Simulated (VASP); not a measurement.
Consider the following.

```
LiH
1.0
    0.00000     1.95881     1.95881
    1.95881     0.00000     1.95881
    1.95881     1.95881     0.00000
Li H
1 1
Direct
  0.00000   0.00000   0.00000
  0.50000   0.50000   0.50000
```

The numbers are results of AM05 GGA, VASP's PBE PAW potentials (set 64) (plane waves; VASP), not measurements. Numerical set-up: 520 eV cut-off, 11×11×11 Γ-centred mesh, Gaussian smearing of 0.050 eV, potentials Li_sv H.

Give the stress tensor in GPa (positive for a compressed cell).

```
2.38  0.00  0.00
0.00  2.38  0.00
0.00  0.00  2.38
```
The pressure is its mean diagonal, 2.38 GPa.

The compound is LiH in the rock salt structure. This cell is one point of a volume scan, at 0.94 of the reference volume.
